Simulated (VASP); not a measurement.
# MgO (Periclase): quasiparticle gap under strain, part 3 of 4

How does the quasiparticle gap of MgO (Periclase) follow strain, and does the starting functional get the slope right? The cell is of the rock-salt type, one of the forms listed for this formula, which need not be the common one. The start is a cell from a database of measured crystal structures.

VASP 6.6.1, plane waves and PAW; the level of theory is named at each step.

So far, quasiparticle gap on the mesh (eV): step 4 (G0W0) 7.20. Also gap on the k-mesh (eV): step 3 (empty bands) 4.69; step 5 (ground state of a strained cell, scale 0.94) 5.31.

The database entry behind the starting cell differs from later determinations by our own check (about 0.1 % long), so it need not match the best structure at ambient conditions.

**7. G0W0, scale 0.94**

This step: G0W0 on PBE; plane waves and PAW (Mg_GW, O_GW) (VASP 6.6.1).

G0W0 on the strained cell, with unchanged settings.

Contents of INCAR:

```
SYSTEM = MgO
PREC = Accurate
ENCUT = 440
ISMEAR = 0
SIGMA = 0.01
LREAL = .FALSE.
GGA = PE
NBANDS = 80
ALGO = EVGW0
NELMGW = 1
ENCUTGW = 150
NOMEGA = 48
PRECFOCK = Fast
NBANDSGW = 16
LWAVE = .FALSE.
LCHARG = .FALSE.
```

Contents of POSCAR:

```
MgO
1.0
    0.0000000000      2.0654573102      2.0654573102
    2.0654573102      0.0000000000      2.0654573102
    2.0654573102      2.0654573102      0.0000000000
Mg O
1 1
Direct
    0.0000000000      0.0000000000      0.0000000000
    0.5000000000      0.5000000000      0.5000000000
```

Contents of KPOINTS:

```
Automatic mesh
0
Gamma
8 8 8
0 0 0
```

PAW data sets: Mg_GW and O_GW (PBE family, release 64).

The run is started by

```console
> mpirun -np 8 vasp_std
```

What it wrote:

```text
[banner, memory and clock lines left out]
running    8 mpi-ranks, on    1 nodes
[...]
[... a notice as in an earlier step ...]

 [... a notice as in an earlier step ...]

 LDA part: xc-table for (Slater+PW92), standard interpolation
 found WAVECAR, reading the header
 POSCAR, INCAR and KPOINTS ok, starting setup
[...]
reading WAVECAR
 the WAVECAR file was read successfully
 initial charge from wavefunction
 available memory per node:     31.90 GB, setting MAXMEM to     32663

 The Fermi energy was updated, please check that it is located mid-gap
 values below the HOMO (VB) or above the LUMO (CB) will cause erroneous energies
 E-fermi :   6.2975

 calculate exact exchange contribution
 the WAVEDER file was read successfully
energies w=
    0.000    0.000    0.834    0.000    1.665    0.000    2.489    0.000
    3.303    0.000    4.106    0.000    4.896    0.000    5.672    0.000
    6.433    0.000    7.180    0.000    7.914    0.000    8.636    0.000
[...]
total number of BLAS operations       1086.97 Gflops
NQ=  25    0.5000    0.3750    0.1250,
|.........|.........|.........|.........|.........|.........|.........|.........
 performed      27189000 updates of chi_q(r,r)
 total number of BLAS operations       1154.20 Gflops
NQ=  26   -0.3750    0.3750    0.1250,
|.........|.........|.........|.........|.........|.........|.........|.........
 performed      28811000 updates of chi_q(r,r)
 total number of BLAS operations       1227.19 Gflops
NQ=  27   -0.2500    0.3750    0.1250,
|.........|.........|.........|.........|.........|.........|.........|.........
 performed      30028000 updates of chi_q(r,r)
 total number of BLAS operations       1283.45 Gflops
NQ=  28   -0.3750    0.5000    0.1250,
|.........|.........|.........|.........|.........|.........|.........|.........
 performed      31050000 updates of chi_q(r,r)
 total number of BLAS operations       1325.88 Gflops
NQ=  29   -0.2500    0.5000    0.2500,
|.........|.........|.........|.........|.........|.........|.........|.........
 performed      31781000 updates of chi_q(r,r)
 total number of BLAS operations       1352.92 Gflops
 resolving degeneracies of screened two electron integrals

 calculate QP shifts <psi_nk| G(iteration)W_0 |psi_nk>: iteration 1
 entering main loop
```

Wall time 2.3 min (8 MPI ranks of AMD EPYC 9R14 (Zen 4), shared host); peak memory 1.7 GiB; 18 min of CPU time.

OUTCAR, selected parts (step 7):

```text
 QP shifts <psi_nk| G(iteration)W_0 |psi_nk>: iteration 1
 for sc-GW calculations column KS-energies equals QP-energies in previous step
 and V_xc(KS)=  KS-energies - (<T + V_ion + V_H > + <T+V_H+V_ion>^1  + <V_x>^1)
 k-point   1 :       0.0000    0.0000    0.0000
  band No.  KS-energies  QP-energies   sigma(KS)   V_xc(KS)     V^pw_x(r,r')   Z            occupation Imag(sigma)
      1     -13.9384     -16.2469     -21.3922     -18.0928     -29.9490       0.6997       2.0000       1.1534
      2       3.6425       2.2717     -21.6073     -19.8786     -25.4185       0.7930       2.0000       0.1029
      3       3.6425       2.2717     -21.6073     -19.8786     -25.4185       0.7930       2.0000       0.1029
      4       3.6425       2.2717     -21.6073     -19.8786     -25.4185       0.7930       2.0000       0.1029
      5       8.9525      10.2567     -10.9926     -12.5349      -7.6505       0.8456       0.0000      -0.0558
      6      19.7747      21.0949      -7.6908      -9.2669      -3.2160       0.8377       0.0000      -0.1144
      7      19.7747      21.0949      -7.6908      -9.2669      -3.2160       0.8377       0.0000      -0.1144
      8      19.7747      21.0949      -7.6908      -9.2669      -3.2160       0.8377       0.0000      -0.1144
    ...

[... 2 parts as in an earlier step ...]

[... 1 further part left out ...]
[key lines of the parts left out:]
E-fermi :   6.2975
```

The gap is now 7.985 eV, +780 meV against the unstrained cell.

**8. Ground state of a strained cell, scale 0.97**

This step: PBE; plane waves and PAW (Mg_GW, O_GW) (VASP 6.6.1).

The volume is scaled by 0.97, at the same cutoff, mesh and band count, and the chain is run again.

Contents of INCAR:

```
SYSTEM = MgO
PREC = Accurate
ENCUT = 440
EDIFF = 1E-08
NELM = 100
ISMEAR = 0
SIGMA = 0.01
LREAL = .FALSE.
ALGO = Normal
GGA = PE
NBANDS = 10
LORBIT = 11
LWAVE = .TRUE.
LCHARG = .FALSE.
KPAR = 8
```

Contents of POSCAR:

```
MgO
1.0
    0.0000000000      2.0872005640      2.0872005640
    2.0872005640      0.0000000000      2.0872005640
    2.0872005640      2.0872005640      0.0000000000
Mg O
1 1
Direct
    0.0000000000      0.0000000000      0.0000000000
    0.5000000000      0.5000000000      0.5000000000
```

KPOINTS is that of step 7.

The run is started by

```console
> mpirun -np 8 vasp_std
```

What it wrote:

```text
[... set-up lines as in an earlier step ...]
 entering main loop
       N       E                     dE             d eps       ncg     rms          rms(c)
DAV:   1     0.279806286686E+02    0.27981E+02   -0.50009E+03   668   0.688E+02
DAV:   2    -0.123392995600E+02   -0.40320E+02   -0.38491E+02   628   0.209E+02
DAV:   3    -0.134550327114E+02   -0.11157E+01   -0.11141E+01   776   0.307E+01
DAV:   4    -0.134620257479E+02   -0.69930E-02   -0.69920E-02   696   0.257E+00
[...]
DAV:  13    -0.118985866586E+02    0.79823E-07   -0.20096E-07   782   0.509E-03    0.688E-05
DAV:  14    -0.118985866375E+02    0.21106E-07   -0.89080E-10   384   0.376E-04    0.297E-05
DAV:  15    -0.118985866335E+02    0.39064E-08   -0.24322E-10   372   0.246E-04
   1 F= -.11898587E+02 E0= -.11898587E+02  d E =-.561683E-96
 writing wavefunctions
```

Wall time 1.6 s (8 MPI ranks); peak memory 0.77 GiB; 7.7 s of CPU time.

Parts of OUTCAR (step 8):

```text
  Total        0.5600139      0.5600139      0.5600139     -0.0000000     -0.0000000      0.0000000
  in kB       49.3385988     49.3385988     49.3385988     -0.0000000     -0.0000000      0.0000000
  external PRESSURE =      49.3385988 kB  Pullay stress =       0.0000000 kB

 POSITION                                       TOTAL-FORCE (eV/Angst)
 -----------------------------------------------------------------------------------
      0.00000      0.00000      0.00000        -0.000000      0.000000     -0.000000
      2.08720      2.08720      2.08720         0.000000     -0.000000      0.000000
 -----------------------------------------------------------------------------------
    total drift:                                0.000000      0.000000      0.000000

  FREE ENERGIE OF THE ION-ELECTRON SYSTEM (eV)
  ---------------------------------------------------
  free  energy   TOTEN  =       -11.8985866335 eV

  energy  without entropy=      -11.8985866335  energy(sigma->0) =      -11.89858663

[... 1 part as in an earlier step ...]

[... 2 further parts left out ...]
[key lines of the parts left out:]
E-fermi :   3.5445
```

The run ends at a pressure of 4.93 GPa.

**9. Empty bands, scale 0.97**

The empty bands are made again, for the run that follows.

Contents of INCAR:

```
SYSTEM = MgO
PREC = Accurate
ENCUT = 440
ISMEAR = 0
SIGMA = 0.01
LREAL = .FALSE.
GGA = PE
NBANDS = 80
ALGO = Exact
NELM = 1
LWAVE = .TRUE.
LCHARG = .FALSE.
LOPTICS = .TRUE.
NEDOS = 1000
CSHIFT = 0.1
```

POSCAR is that of step 8.

KPOINTS is that of step 8.

The run is started by

```console
> mpirun -np 8 vasp_std
```

What it wrote:

```text
[... set-up lines as in an earlier step ...]
 entering main loop
       N       E                     dE             d eps       ncg     rms          rms(c)
DIA:   1    -0.118985866318E+02   -0.11899E+02    0.00000E+00     0   0.000E+00
   1 F= -.11898587E+02 E0= -.11898587E+02  d E =-.158833E-27
 writing wavefunctions
 optical routines
 imaginary and real dielectric function
 recalculating local potential from charge density
 direction            1
 direction            2
 direction            3
```

It took 2.8 s on 8 MPI ranks; peak memory 0.72 GiB.

From OUTCAR (step 9):

```text
  Total        0.5599301      0.5599301      0.5599301     -0.0000000     -0.0000000      0.0000000
  in kB       49.3312178     49.3312178     49.3312178     -0.0000000     -0.0000000      0.0000000
  external PRESSURE =      49.3312178 kB  Pullay stress =       0.0000000 kB

 POSITION                                       TOTAL-FORCE (eV/Angst)
 -----------------------------------------------------------------------------------
      0.00000      0.00000      0.00000        -0.000000     -0.000000     -0.000000
      2.08720      2.08720      2.08720         0.000000      0.000000      0.000000
 -----------------------------------------------------------------------------------
    total drift:                                0.000000      0.000000      0.000000

  FREE ENERGIE OF THE ION-ELECTRON SYSTEM (eV)
  ---------------------------------------------------
  free  energy   TOTEN  =       -11.8985866318 eV

  energy  without entropy=      -11.8985866318  energy(sigma->0) =      -11.89858663

[... 2 parts as in an earlier step ...]

[... 1 further part left out ...]
[key lines of the parts left out:]
E-fermi :   3.4724
```

**10. G0W0, scale 0.97**

This step: G0W0 on PBE; plane waves and PAW (Mg_GW, O_GW) (VASP 6.6.1).

Contents of INCAR:

```
SYSTEM = MgO
PREC = Accurate
ENCUT = 440
ISMEAR = 0
SIGMA = 0.01
LREAL = .FALSE.
GGA = PE
NBANDS = 80
ALGO = EVGW0
NELMGW = 1
ENCUTGW = 150
NOMEGA = 48
PRECFOCK = Fast
NBANDSGW = 16
LWAVE = .FALSE.
LCHARG = .FALSE.
```

POSCAR is that of step 9.

KPOINTS is that of step 9.

The run is started by

```console
> mpirun -np 8 vasp_std
```

What it wrote:

```text
[banner, memory and clock lines left out]
running    8 mpi-ranks, on    1 nodes
[...]
[... a notice as in an earlier step ...]

 [... a notice as in an earlier step ...]

 LDA part: xc-table for (Slater+PW92), standard interpolation
 found WAVECAR, reading the header
 POSCAR, INCAR and KPOINTS ok, starting setup
[...]
reading WAVECAR
 the WAVECAR file was read successfully
 initial charge from wavefunction
 available memory per node:     35.16 GB, setting MAXMEM to     36001

 The Fermi energy was updated, please check that it is located mid-gap
 values below the HOMO (VB) or above the LUMO (CB) will cause erroneous energies
 E-fermi :   5.8915

 calculate exact exchange contribution
 the WAVEDER file was read successfully
energies w=
    0.000    0.000    0.825    0.000    1.647    0.000    2.463    0.000
    3.269    0.000    4.063    0.000    4.845    0.000    5.612    0.000
    6.366    0.000    7.105    0.000    7.831    0.000    8.546    0.000
[...]
total number of BLAS operations       1170.42 Gflops
NQ=  25    0.5000    0.3750    0.1250,
|.........|.........|.........|.........|.........|.........|.........|.........
 performed      27189000 updates of chi_q(r,r)
 total number of BLAS operations       1237.65 Gflops
NQ=  26   -0.3750    0.3750    0.1250,
|.........|.........|.........|.........|.........|.........|.........|.........
 performed      28811000 updates of chi_q(r,r)
 total number of BLAS operations       1312.60 Gflops
NQ=  27   -0.2500    0.3750    0.1250,
|.........|.........|.........|.........|.........|.........|.........|.........
 performed      30028000 updates of chi_q(r,r)
 total number of BLAS operations       1371.86 Gflops
NQ=  28   -0.3750    0.5000    0.1250,
|.........|.........|.........|.........|.........|.........|.........|.........
 performed      31050000 updates of chi_q(r,r)
 total number of BLAS operations       1419.13 Gflops
NQ=  29   -0.2500    0.5000    0.2500,
|.........|.........|.........|.........|.........|.........|.........|.........
 performed      31781000 updates of chi_q(r,r)
 total number of BLAS operations       1460.41 Gflops
 resolving degeneracies of screened two electron integrals

 calculate QP shifts <psi_nk| G(iteration)W_0 |psi_nk>: iteration 1
 entering main loop
```

The job ended after 1.9 min (8 MPI ranks; peak memory 1.7 GiB; 15 min of CPU time).

Parts of OUTCAR (step 10):

```text
 QP shifts <psi_nk| G(iteration)W_0 |psi_nk>: iteration 1
 for sc-GW calculations column KS-energies equals QP-energies in previous step
 and V_xc(KS)=  KS-energies - (<T + V_ion + V_H > + <T+V_H+V_ion>^1  + <V_x>^1)
 k-point   1 :       0.0000    0.0000    0.0000
  band No.  KS-energies  QP-energies   sigma(KS)   V_xc(KS)     V^pw_x(r,r')   Z            occupation Imag(sigma)
      1     -14.0142     -16.2590     -21.3226     -18.1076     -29.9251       0.6983       2.0000       1.1673
      2       3.3992       2.0688     -21.4851     -19.7980     -25.3031       0.7886       2.0000       0.1031
      3       3.3992       2.0688     -21.4851     -19.7980     -25.3031       0.7886       2.0000       0.1031
      4       3.3992       2.0688     -21.4851     -19.7980     -25.3031       0.7886       2.0000       0.1031
      5       8.3838       9.6483     -10.8460     -12.3450      -7.5639       0.8436       0.0000      -0.0566
      6      19.3507      20.6291      -7.6115      -9.1450      -3.1446       0.8337       0.0000      -0.1197
      7      19.3507      20.6291      -7.6115      -9.1450      -3.1446       0.8337       0.0000      -0.1197
      8      19.3507      20.6291      -7.6115      -9.1450      -3.1446       0.8337       0.0000      -0.1197
    ...

[... 2 parts as in an earlier step ...]

[... 1 further part left out ...]
[key lines of the parts left out:]
E-fermi :   5.8915
```

The gap is now 7.580 eV, +375 meV against the unstrained cell.

**11. Ground state of a strained cell, scale 1.03**

This step: PBE; plane waves and PAW (Mg_GW, O_GW) (VASP 6.6.1).

The volume is scaled by 1.03, at the same cutoff, mesh and band count, and the chain is run again.

Contents of INCAR:

```
SYSTEM = MgO
PREC = Accurate
ENCUT = 440
EDIFF = 1E-08
NELM = 100
ISMEAR = 0
SIGMA = 0.01
LREAL = .FALSE.
ALGO = Normal
GGA = PE
NBANDS = 10
LORBIT = 11
LWAVE = .TRUE.
LCHARG = .FALSE.
KPAR = 8
```

Contents of POSCAR:

```
MgO
1.0
    0.0000000000      2.1293775954      2.1293775954
    2.1293775954      0.0000000000      2.1293775954
    2.1293775954      2.1293775954      0.0000000000
Mg O
1 1
Direct
    0.0000000000      0.0000000000      0.0000000000
    0.5000000000      0.5000000000      0.5000000000
```

KPOINTS is that of step 10.

The run is started by

```console
> mpirun -np 8 vasp_std
```

What it wrote:

```text
[... set-up lines as in an earlier step ...]
 entering main loop
       N       E                     dE             d eps       ncg     rms          rms(c)
DAV:   1     0.314841015405E+02    0.31484E+02   -0.48073E+03   668   0.674E+02
DAV:   2    -0.120238615283E+02   -0.43508E+02   -0.39292E+02   646   0.211E+02
DAV:   3    -0.134643522786E+02   -0.14405E+01   -0.14385E+01   758   0.329E+01
DAV:   4    -0.134750534939E+02   -0.10701E-01   -0.10701E-01   712   0.295E+00
[...]
DAV:  13    -0.119223742490E+02    0.53391E-07   -0.19167E-07   754   0.492E-03    0.827E-05
DAV:  14    -0.119223742363E+02    0.12741E-07   -0.10119E-09   398   0.415E-04    0.233E-05
DAV:  15    -0.119223742333E+02    0.29520E-08   -0.19949E-10   378   0.221E-04
   1 F= -.11922374E+02 E0= -.11922374E+02  d E =-.139373E-21
 writing wavefunctions
```

Run time: 2.2 s. Hardware: 8 MPI ranks; peak memory 0.92 GiB; 12 s of CPU time.

OUTCAR, selected parts (step 11):

```text
  Total       -0.5677241     -0.5677241     -0.5677241      0.0000000     -0.0000000      0.0000000
  in kB      -47.1042240    -47.1042240    -47.1042240      0.0000000     -0.0000000      0.0000000
  external PRESSURE =     -47.1042240 kB  Pullay stress =       0.0000000 kB

 POSITION                                       TOTAL-FORCE (eV/Angst)
 -----------------------------------------------------------------------------------
      0.00000      0.00000      0.00000        -0.000000      0.000000     -0.000000
      2.12938      2.12938      2.12938         0.000000     -0.000000      0.000000
 -----------------------------------------------------------------------------------
    total drift:                               -0.000000     -0.000000      0.000000

  FREE ENERGIE OF THE ION-ELECTRON SYSTEM (eV)
  ---------------------------------------------------
  free  energy   TOTEN  =       -11.9223742333 eV

  energy  without entropy=      -11.9223742333  energy(sigma->0) =      -11.92237423

[... 1 part as in an earlier step ...]

[... 2 further parts left out ...]
[key lines of the parts left out:]
E-fermi :   3.0050
```

The run ends at a pressure of -4.71 GPa.

**12. Empty bands, scale 1.03**

The empty bands are made again, for the run that follows.

Contents of INCAR:

```
SYSTEM = MgO
PREC = Accurate
ENCUT = 440
ISMEAR = 0
SIGMA = 0.01
LREAL = .FALSE.
GGA = PE
NBANDS = 80
ALGO = Exact
NELM = 1
LWAVE = .TRUE.
LCHARG = .FALSE.
LOPTICS = .TRUE.
NEDOS = 1000
CSHIFT = 0.1
```

POSCAR is that of step 11.

KPOINTS is that of step 11.

The run is started by

```console
> mpirun -np 8 vasp_std
```

What it wrote:

```text
[... set-up lines as in an earlier step ...]
 entering main loop
       N       E                     dE             d eps       ncg     rms          rms(c)
DIA:   1    -0.119223742324E+02   -0.11922E+02    0.00000E+00     0   0.000E+00
   1 F= -.11922374E+02 E0= -.11922374E+02  d E =-.707026E-63
 writing wavefunctions
 optical routines
 imaginary and real dielectric function
 recalculating local potential from charge density
 direction            1
 direction            2
 direction            3
```

The job ended after 3.4 s (8 MPI ranks; peak memory 0.76 GiB; 21 s of CPU time).

Parts of OUTCAR (step 12):

```text
  Total       -0.5678122     -0.5678122     -0.5678122      0.0000000     -0.0000000      0.0000000
  in kB      -47.1115378    -47.1115378    -47.1115378      0.0000000     -0.0000000      0.0000000
  external PRESSURE =     -47.1115378 kB  Pullay stress =       0.0000000 kB

 POSITION                                       TOTAL-FORCE (eV/Angst)
 -----------------------------------------------------------------------------------
      0.00000      0.00000      0.00000        -0.000000     -0.000000     -0.000000
      2.12938      2.12938      2.12938         0.000000      0.000000      0.000000
 -----------------------------------------------------------------------------------
    total drift:                               -0.000000     -0.000000      0.000000

  FREE ENERGIE OF THE ION-ELECTRON SYSTEM (eV)
  ---------------------------------------------------
  free  energy   TOTEN  =       -11.9223742324 eV

  energy  without entropy=      -11.9223742324  energy(sigma->0) =      -11.92237423

[... 2 parts as in an earlier step ...]

[... 1 further part left out ...]
[key lines of the parts left out:]
E-fermi :   3.0580
```

(Part 3 of 4 ends here.)

[Lines on the potential files, build, host, timing and source positions are cut from VASP's logs without a mark.]

[Logs are printed without paths, hosts, clocks, repeated set-up lines and the standing remarks that a program may print on its own settings, such as how far it seeks lower states.]

[Hosts, paths, dates, database ids (printed as entryN), source tags and the programs' standing remarks are cut or masked in the printed files.]

[Pressures printed for these runs are not shown converged in the cutoff: they can be off by several GPa and have the wrong sign.]

[In band tables of VASP the shares of atoms and orbitals are scaled to a sum of 1 inside the atoms' spheres.]
